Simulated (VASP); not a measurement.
Runs of VASP 6.6.1 on Al. It takes space group Fm-3m (No. 225, cubic). The conventional cell has a = 4.041 Å, b = 4.041 Å, c = 4.041 Å, α = 90.00°, β = 90.00°, γ = 90.00°. Al (site symmetry m-3m) has 12 Al at 2.86 Å as nearest neighbours. 

```csv
task,cell,gap on the mesh (eV),pressure (GPa)
single point,a relaxed cell with its volume scaled by 0.94,none,5.5
single point,as given,none,0.0
relaxation of cell and atoms,relaxed,none,0.0
single point,a relaxed cell with its volume scaled by 1.06,none,-3.9
single point,a relaxed cell with its volume scaled by 0.91,none,(b)
single point,a relaxed cell with its volume scaled by 0.97,none,2.5
single point,a relaxed cell with its volume scaled by 1.03,none,(a)
```

Alike in all rows: level PBE; potentials or basis VASP PAW PBE potentials, release 64 (Al); no spin polarisation; k mesh 18 × 18 × 18; cutoff (eV) 520; smearing gaussian 0.3 eV.

Fill in the values left out.

(a) -2.1; (b) 9.1.

Caveats: the relaxation stopped at its first step, so nothing moved (some runs).

A gap of «none» marks a metal or a gap under the smearing width.
